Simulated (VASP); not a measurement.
# Gap of AlN, level by level, part 7 of 7

How does the gap of AlN depend on the functional? LASPH is on for some levels and off for others; the table marks which. The start is a cell from a database of measured crystal structures.

VASP 6.6.1, plane waves and PAW; the level of theory is named at each step.

So far, least gap on mesh and path (eV): step 2 (bands, level LDA) 4.23; step 7 (bands, level LAK) 5.38; step 9 (bands, level HSE06) 5.58; step 11 (bands, level PBE-EpsX, ε∞ used 4.5) 6.06; step 12 (bands, level HSEsol) 5.54.

## 13. Bands with HSE03

This step: HSE03; plane waves and PAW (Al, N) (VASP 6.6.1).

HSE03, as typed here, screens exact exchange more strongly than HSE06 (HFSCREEN 0.3 against 0.2).

INCAR reads:

```
SYSTEM = AlN
PREC = Accurate
ENCUT = 520
EDIFF = 1E-06
NELM = 100
ISMEAR = 0
SIGMA = 0.02
LREAL = .FALSE.
ALGO = Normal
LHFCALC = .TRUE.
AEXX = 0.25
GGA = PE
HFSCREEN = 0.3
LASPH = .TRUE.
NBANDS = 14
PRECFOCK = Fast
LORBIT = 11
LWAVE = .FALSE.
LCHARG = .FALSE.
KPAR = 8
```

POSCAR reads:

```
AlN
1.0
    3.1100000000      0.0000000000      0.0000000000
   -1.5550000000      2.6933390058      0.0000000000
    0.0000000000      0.0000000000      4.9800000000
Al N
2 2
Direct
    0.6666666667      0.3333333333      0.0000000000
    0.3333333333      0.6666666667      0.5000000000
    0.6666666667      0.3333333333      0.3820000000
    0.3333333333      0.6666666667      0.8820000000
```

KPOINTS reads:

```
Automatic mesh
0
Gamma
5 5 3
0 0 0
```

KPOINTS_OPT reads:

```
Line mode
6
Line-mode
Reciprocal
  0.00000000   0.00000000   0.00000000 GAMMA
  0.50000000   0.00000000   0.00000000 M

  0.50000000   0.00000000   0.00000000 M
  0.33333333   0.33333333   0.00000000 K

  0.33333333   0.33333333   0.00000000 K
  0.00000000   0.00000000   0.00000000 GAMMA

  0.00000000   0.00000000   0.00000000 GAMMA
  0.00000000   0.00000000   0.50000000 A

  0.00000000   0.00000000   0.50000000 A
  0.50000000   0.00000000   0.50000000 L

  0.50000000   0.00000000   0.50000000 L
  0.33333333   0.33333333   0.50000000 H

  0.33333333   0.33333333   0.50000000 H
  0.00000000   0.00000000   0.50000000 A

  0.50000000   0.00000000   0.50000000 L
  0.50000000   0.00000000   0.00000000 M

  0.33333333   0.33333333   0.00000000 K
  0.33333333   0.33333333   0.50000000 H
```

The projector-augmented-wave data sets are Al and N (PBE family, release 64).

On the command line:

```console
$ mpirun -np 8 vasp_std
```

Numbers of over 12 decimals in the logs are rounded to 6 here.

What it wrote:

```text
[... set-up lines as in an earlier step ...]
 entering main loop
       N       E                     dE             d eps       ncg     rms          rms(c)
DAV:   1    -0.341615013627E+02   -0.34162E+02   -0.86769E-01   406   0.661E+00    0.119E+01
DAV:   2    -0.341654961673E+02   -0.39948E-02   -0.10963E-02   352   0.851E-01    0.756E+00
DAV:   3    -0.341642487667E+02    0.12474E-02   -0.28169E-04   352   0.154E-01    0.446E+00
DAV:   4    -0.341638115086E+02    0.43726E-03   -0.13459E-04   358   0.806E-02    0.254E+00
[...]
DAV:   8    -0.341636084721E+02    0.46954E-05   -0.11875E-06   272   0.103E-02    0.266E-01
DAV:   9    -0.341636071119E+02    0.13602E-05   -0.79560E-07   242   0.782E-03    0.146E-01
DAV:  10    -0.341636067933E+02    0.31865E-06   -0.24933E-07   242   0.445E-03
   1 F= -.34163607E+02 E0= -.34163607E+02  d E =-.586203E-20
 Start KPOINTS_OPT (optional k-point list driver)
k-point batch [1-10\54]
       N       E                     dE             ncg
DAV:   1     0.767007950277E+03   -0.37842E+04      280
DAV:   2     0.223887790625E+02   -0.74462E+03      356
DAV:   3    -0.435145447940E+02   -0.65903E+02      364
DAV:   4    -0.445905950311E+02   -0.10761E+01      370
DAV:   5    -0.446023803846E+02   -0.11785E-01      396
DAV:   6    -0.446025873584E+02   -0.20697E-03      362
DAV:   7    -0.446025924371E+02   -0.50787E-05      316
DAV:   8    -0.446025925939E+02   -0.15687E-06      266
[...]
k-point batch [51-54\54]
       N       E                     dE             ncg
DAV:   1     0.420009000111E+04   -0.25604E+04      112
DAV:   2     0.395927782909E+04   -0.24081E+03      144
DAV:   3     0.393940339548E+04   -0.19874E+02      148
DAV:   4     0.393904900791E+04   -0.35439E+00      160
DAV:   5     0.393904509323E+04   -0.39147E-02      160
DAV:   6     0.393904502717E+04   -0.66064E-04      144
DAV:   7     0.393904502560E+04   -0.15726E-05      128
DAV:   8     0.393904502555E+04   -0.47081E-07      104
```

Run time: 4.8 min. Hardware: 8 MPI ranks of AMD EPYC 7R43, shared host; peak memory 2 GiB.

From OUTCAR (step 13):

```text
 POSITION                                       TOTAL-FORCE (eV/Angst)
 -----------------------------------------------------------------------------------
      1.55500      0.89778      0.00000        -0.000000     -0.000000      0.008826
     -0.00000      1.79556      2.49000         0.000000      0.000000      0.008826
      1.55500      0.89778      1.90236         0.000000      0.000000     -0.008826
     -0.00000      1.79556      4.39236         0.000000     -0.000000     -0.008826
 -----------------------------------------------------------------------------------
    total drift:                                0.000000      0.000000      0.000240

  FREE ENERGIE OF THE ION-ELECTRON SYSTEM (eV)
  ---------------------------------------------------
  free  energy   TOTEN  =       -34.1636067933 eV

  energy  without entropy=      -34.1636067933  energy(sigma->0) =      -34.16360679

[... 2 parts as in an earlier step ...]

[... 1 further part left out ...]
[key lines of the parts left out:]
E-fermi :   5.5317
```

Electronic bands along the path, in eV, zero at the valence-band top; v1 is the highest filled band, c1 the lowest empty one:

```csv
point,v4,v3,v2,v1,c1,c2,c3,c4
Γ,-0.96,-0.24,-0.24,0.00,5.33,7.88,12.19,12.49
0.60 of the way,-3.23,-1.92,-0.73,-0.56,7.47,8.27,9.21,11.76
M,-3.61,-2.29,-1.88,-0.77,6.92,6.93,9.46,11.79
0.40 of the way,-3.44,-2.96,-1.95,-1.39,6.73,7.90,9.95,11.63
K,-4.08,-2.67,-2.57,-2.57,6.11,9.68,11.08,11.08
0.40 of the way,-4.10,-2.31,-1.35,-0.97,7.85,8.58,9.81,10.91
Γ,-0.96,-0.24,-0.24,0.00,5.33,7.88,12.19,12.49
0.60 of the way,-0.82,-0.82,-0.40,-0.40,6.63,8.03,11.68,12.48
A,-0.61,-0.61,-0.61,-0.61,7.70,7.70,11.73,11.73
0.40 of the way,-1.61,-1.61,-0.99,-0.99,8.05,8.05,10.70,10.70
L,-1.61,-1.61,-1.48,-1.48,6.41,6.41,10.52,10.52
0.60 of the way,-3.30,-3.30,-0.98,-0.98,7.60,7.60,10.24,10.24
H,-4.15,-4.15,-0.88,-0.88,8.65,8.65,9.06,9.06
0.40 of the way,-2.42,-2.42,-1.27,-1.27,7.76,7.76,10.84,10.84
A,-0.61,-0.61,-0.61,-0.61,7.70,7.70,11.73,11.73
jump to L,-1.61,-1.61,-1.48,-1.48,6.41,6.41,10.52,10.52
0.60 of the way,-3.03,-2.17,-1.44,-0.95,6.30,7.01,10.47,10.96
M,-3.61,-2.29,-1.88,-0.77,6.92,6.93,9.46,11.79
jump to K,-4.08,-2.67,-2.57,-2.57,6.11,9.68,11.08,11.08
0.40 of the way,-4.62,-3.01,-1.86,-1.86,6.70,9.59,10.26,10.26
H,-4.15,-4.15,-0.88,-0.88,8.65,8.65,9.06,9.06
```

Of the projections kept (Al, N), the largest for each band there; the rest of the weight can lie on other orbitals:

```csv
point,v4,v3,v2,v1,c1,c2,c3,c4
Γ,N 0.89,N 0.97,N 0.97,N 0.97,N 0.72,Al 0.69,N 0.92,Al 0.98
M,N 0.72,N 0.80,N 0.81,N 0.89,N 0.67,Al 0.80,Al 0.52,N 0.91
K,N 0.64,N 0.84,N 0.77,N 0.77,Al 0.93,N 0.99,N 0.84,N 0.84
Γ,N 0.89,N 0.97,N 0.97,N 0.97,N 0.72,Al 0.69,N 0.92,Al 0.98
A,N 0.93,N 0.93,N 0.93,N 0.93,N 0.67,N 0.67,Al 0.60,Al 0.60
L,N 0.84,N 0.84,N 0.86,N 0.86,Al 0.59,Al 0.59,Al 0.88,Al 0.88
```

The electronic bands as a text plot (rows in eV, shown from -6.5 to 9.1 only):

```
    8.7 | +        +    ++  ++                 +
    8.1 |+   ++   +     ++    ++++  +++       + ++  ++++        +
    7.4 |    +++ +        ++      ++   +     +    ++    +      +
    6.8 |  ++   +++   ++         +      ++ ++            ++++ +
    6.1 | +        +++      ++  +         +              ++  +
    5.5 |+                    ++
    4.9 |
    4.2 |
    3.6 |
    2.9 |
    2.3 |
    1.6 |
    1.0 |
    0.3 |
   -0.3 |******           **********                    *
   -1.0 |**  *****      **********  ***    ************* ****   *
   -1.6 | *********   ********   *   ******         **   * ** **
   -2.3 |  **  ***********                 *      **     *****
   -2.9 |  **     ****    **                *                **
   -3.5 |    ** ****  **          ***        *  **    ***  **  **
   -4.2 |    *************           **       **    **      **  *
   -4.8 |    **       ****             *          **       * ****
   -5.5 |      *  ****    **     *      **   *****       **
   -6.1 |****   **          *****         ***            ****
         Γ      M    K        Γ   A       L    H       A|L M|K  H
```

The gap is 5.33 eV, direct at Γ. Against LDA that is +1.10 eV; this run took 15 times the core time, on fewer points of the path.

## 14. Bands with r2SCANh

This step: r2SCANh; plane waves and PAW (Al, N) (VASP 6.6.1).

r2SCANh replaces a tenth of the r2SCAN exchange by exact exchange.

INCAR: that of step 13 with these lines changed.

```diff
@@ -10,5 +10,4 @@
 LHFCALC = .TRUE.
-AEXX = 0.25
-GGA = PE
-HFSCREEN = 0.3
+AEXX = 0.1
+METAGGA = R2SCAN
 LASPH = .TRUE.
@@ -16,2 +15,3 @@
 PRECFOCK = Fast
+HFRCUT = -1
 LORBIT = 11
```

POSCAR is that of step 13.

KPOINTS is that of step 13.

KPOINTS_OPT is that of step 13.

On the command line:

```console
$ mpirun -np 8 vasp_std
```

What it wrote:

```text
[banner, memory and clock lines left out]
running    8 mpi-ranks, on    1 nodes
[...]
[... a notice as in an earlier step ...]

 [... a notice as in an earlier step ...]

 LDA part: xc-table for (None), standard interpolation
 found WAVECAR, reading the header
 POSCAR, INCAR and KPOINTS ok, starting setup
[...]
HFRCUT set to (new)   9.073005
 reading WAVECAR
 the WAVECAR file was read successfully
 initial charge from wavefunction
 entering main loop
       N       E                     dE             d eps       ncg     rms          rms(c)
DAV:   1    -0.403243167150E+02   -0.40324E+02   -0.97486E-01   286   0.946E+00    0.528E+00
DAV:   2    -0.403321478292E+02   -0.78311E-02   -0.57710E-02   380   0.232E+00    0.487E+00
DAV:   3    -0.403314021455E+02    0.74568E-03   -0.67841E-03   370   0.629E-01    0.357E+00
DAV:   4    -0.403311765845E+02    0.22556E-03   -0.37512E-04   378   0.158E-01    0.229E+00
[...]
DAV:  14    -0.403299799096E+02    0.32880E-05   -0.16649E-08   212   0.112E-03    0.741E-03
DAV:  15    -0.403299780736E+02    0.18359E-05   -0.82612E-09   212   0.814E-04    0.347E-03
DAV:  16    -0.403299771012E+02    0.97245E-06   -0.26344E-09   212   0.473E-04
   1 F= -.40329977E+02 E0= -.40329977E+02  d E =-.669300E-32
 Start KPOINTS_OPT (optional k-point list driver)
k-point batch [1-10\54]
       N       E                     dE             ncg
DAV:   1     0.772008432757E+03   -0.37792E+04      280
DAV:   2     0.212296847720E+02   -0.75078E+03      370
DAV:   3    -0.273745679278E+02   -0.48604E+02      370
DAV:   4    -0.279505648658E+02   -0.57600E+00      364
DAV:   5    -0.279569020286E+02   -0.63372E-02      400
DAV:   6    -0.279570519459E+02   -0.14992E-03      408
DAV:   7    -0.279570562440E+02   -0.42981E-05      368
DAV:   8    -0.279570563734E+02   -0.12942E-06      320
[...]
k-point batch [51-54\54]
       N       E                     dE             ncg
DAV:   1     0.420198669161E+04   -0.25585E+04      112
DAV:   2     0.396173119359E+04   -0.24026E+03      144
DAV:   3     0.394645031110E+04   -0.15281E+02      148
DAV:   4     0.394625080991E+04   -0.19950E+00      148
DAV:   5     0.394624872063E+04   -0.20893E-02      160
DAV:   6     0.394624867457E+04   -0.46057E-04      154
DAV:   7     0.394624867314E+04   -0.14304E-05      136
DAV:   8     0.394624867310E+04   -0.40637E-07      110
```

The job ended after 6 min (8 MPI ranks; peak memory 1.2 GiB).

OUTCAR, selected parts (step 14):

```text
 POSITION                                       TOTAL-FORCE (eV/Angst)
 -----------------------------------------------------------------------------------
      1.55500      0.89778      0.00000        -0.000000      0.000000      0.014241
     -0.00000      1.79556      2.49000         0.000000      0.000000      0.014241
      1.55500      0.89778      1.90236        -0.000000     -0.000000     -0.014241
     -0.00000      1.79556      4.39236         0.000000      0.000000     -0.014241
 -----------------------------------------------------------------------------------
    total drift:                               -0.000000     -0.000000     -0.017198

  FREE ENERGIE OF THE ION-ELECTRON SYSTEM (eV)
  ---------------------------------------------------
  free  energy   TOTEN  =       -40.3299771012 eV

  energy  without entropy=      -40.3299771012  energy(sigma->0) =      -40.32997710

[... 2 parts as in an earlier step ...]

[... 1 further part left out ...]
[key lines of the parts left out:]
E-fermi :   5.5960
```

The electronic bands at the labelled points (eV, zero at the valence-band top; v1 is the highest filled band, c1 the lowest empty one):

```csv
point,v4,v3,v2,v1,c1,c2,c3,c4
Γ,-0.94,-0.24,-0.24,0.00,5.62,8.27,12.50,12.84
0.60 of the way,-3.15,-1.87,-0.71,-0.55,7.80,8.55,9.54,12.14
M,-3.51,-2.23,-1.83,-0.75,7.20,7.28,9.81,12.12
0.40 of the way,-3.34,-2.87,-1.89,-1.35,7.01,8.23,10.29,11.95
K,-3.94,-2.62,-2.50,-2.50,6.40,9.97,11.40,11.40
0.40 of the way,-3.97,-2.23,-1.32,-0.94,8.13,8.88,10.12,11.27
Γ,-0.94,-0.24,-0.24,0.00,5.62,8.27,12.50,12.84
0.60 of the way,-0.80,-0.80,-0.40,-0.40,6.92,8.39,12.02,12.81
A,-0.60,-0.60,-0.60,-0.60,8.01,8.01,12.13,12.13
0.40 of the way,-1.56,-1.56,-0.97,-0.97,8.35,8.35,11.07,11.07
L,-1.57,-1.57,-1.44,-1.44,6.72,6.72,10.91,10.91
0.60 of the way,-3.22,-3.22,-0.94,-0.94,7.90,7.90,10.58,10.58
H,-4.06,-4.06,-0.85,-0.85,8.93,8.93,9.40,9.40
0.40 of the way,-2.36,-2.36,-1.23,-1.23,8.06,8.06,11.18,11.18
A,-0.60,-0.60,-0.60,-0.60,8.01,8.01,12.13,12.13
jump to L,-1.57,-1.57,-1.44,-1.44,6.72,6.72,10.91,10.91
0.60 of the way,-2.95,-2.11,-1.39,-0.92,6.60,7.35,10.81,11.31
M,-3.51,-2.23,-1.83,-0.75,7.20,7.28,9.81,12.12
jump to K,-3.94,-2.62,-2.50,-2.50,6.40,9.97,11.40,11.40
0.40 of the way,-4.47,-2.95,-1.80,-1.80,6.99,9.87,10.59,10.59
H,-4.06,-4.06,-0.85,-0.85,8.93,8.93,9.40,9.40
```

Of the projections kept (Al, N), the largest for each band there; the rest of the weight can lie on other orbitals:

```csv
point,v4,v3,v2,v1,c1,c2,c3,c4
Γ,N 0.89,N 0.97,N 0.97,N 0.97,N 0.72,Al 0.68,N 0.92,Al 0.98
M,N 0.73,N 0.80,N 0.82,N 0.90,N 0.66,Al 0.79,Al 0.51,N 0.91
K,N 0.66,N 0.84,N 0.78,N 0.78,Al 0.93,N 0.99,N 0.84,N 0.84
Γ,N 0.89,N 0.97,N 0.97,N 0.97,N 0.72,Al 0.68,N 0.92,Al 0.98
A,N 0.93,N 0.93,N 0.93,N 0.93,N 0.68,N 0.68,Al 0.61,Al 0.61
L,N 0.84,N 0.84,N 0.87,N 0.87,Al 0.58,Al 0.58,Al 0.88,Al 0.88
```

The electronic bands as a text plot (rows in eV, shown from -6.3 to 9.4 only):

```
    9.1 | +        +    ++  ++                 +
    8.4 |+   ++   +     ++    ++++  +++       + ++  ++++        +
    7.8 |    +++ +        ++      ++   +     +    ++    +      +
    7.1 |  ++   +++   ++         +      ++ ++            ++++ +
    6.5 | +        +++      ++  +         +              ++  +
    5.8 |+                    ++
    5.2 |
    4.5 |
    3.8 |
    3.2 |
    2.5 |
    1.9 |
    1.2 |
    0.6 |
   -0.1 |****             ********
   -0.7 |**  *****      ***************     ******    ***  **   *
   -1.4 | ***  *  *     ******   *   *******      ****** ***   *
   -2.0 |  ********** ****                 *             ******
   -2.7 |  **    ** **    **                *     **      *  **
   -3.3 |    ** ****  **          ***        *  **    ***  **  *
   -4.0 |    ***  ********           **       **    **       *  *
   -4.6 |    ** **    ****             *          **       ** ***
   -5.3 |      *  ****    **     *      **   *****       **  *  *
   -5.9 |****   **          *****         ***            ****
         Γ      M    K        Γ   A       L    H       A|L M|K  H
```

The gap is 5.62 eV, direct at Γ. Against LDA that is +1.39 eV; this run took 19 times the core time, on fewer points of the path.

## 15. The ladder as a table

This step: ladder of functionals on one cell; plane waves and PAW (VASP 6.6.1).

This step runs nothing: it gathers the runs above.

A gap of 0 means none; cost is the wall time of each run, as given at its step, times its ranks, without the set-up around it; LASPH differs between rows, which moves results and costs too. Results by level, by row:

```csv
level,gap (eV),least direct gap (eV),pressure (GPa),cost (core minutes),LASPH
LDA,4.232,4.232,-3.14,2.51,off
PBE,4.213,4.213,3.86,3.6,off
r2SCAN,4.888,4.888,-0.91,9.07,on
TB-mBJ,5.372,5.372,-,5.6,on
TPSS,4.222,4.222,1.99,9.6,on
LAK,5.381,5.382,0.8,10.7,on
HSE06,5.585,5.585,-,26.8,on
PBE-EpsX,6.063,6.064,-,30,on
HSEsol,5.539,5.54,-,38.8,on
HSE03,5.334,5.334,-,38.1,on
r2SCANh,5.619,5.619,-,48,on
```

## 16. Results

```json
{
  "gap, LDA": "4.23 eV",
  "gap, PBE": "4.21 eV",
  "gap, r2SCAN": "4.89 eV",
  "gap, TB-mBJ": "5.37 eV",
  "gap, TPSS": "4.22 eV",
  "gap, LAK": "5.38 eV",
  "gap, HSE06": "5.58 eV",
  "gap, PBE-EpsX": "6.06 eV",
  "gap, HSEsol": "5.54 eV",
  "gap, HSE03": "5.33 eV",
  "gap, r2SCANh": "5.62 eV"
}
```

**Reading.** For AlN the functional decides between a gap of 4.21 eV (PBE) and 6.06 eV (PBE-EpsX), while across these levels the cost spans a factor of 19. HSE06 moves the gap by +1.37 eV from PBE, at about 7.4 times the core time, though on fewer points of the path. On r2SCAN the gap grows with the share of exact exchange: 4.89 eV at none, 5.62 eV at 0.10. TB-mBJ lands -0.21 eV from HSE06 at 21 % of its cost. All levels use one geometry and one mesh, kept coarse to afford the hybrids, so no gap here is fully converged. Costs come from a shared host, and the hybrids use PRECFOCK = Fast. These are single-particle gaps of a static lattice, without excitons or temperature. LASPH is on for some levels and off for others, so differences between them are not the functional's alone.

[Lines on the potential files, build, host, timing and source positions are cut from VASP's logs without a mark.]

[Logs are printed without paths, hosts, clocks, repeated set-up lines and the standing remarks that a program may print on its own settings, such as how far it seeks lower states.]

[Hosts, paths, dates, database ids (printed as entryN), source tags and the programs' standing remarks are cut or masked in the printed files.]

[A measured line is paired with the nearest computed mode of its activity, which favours agreement.]
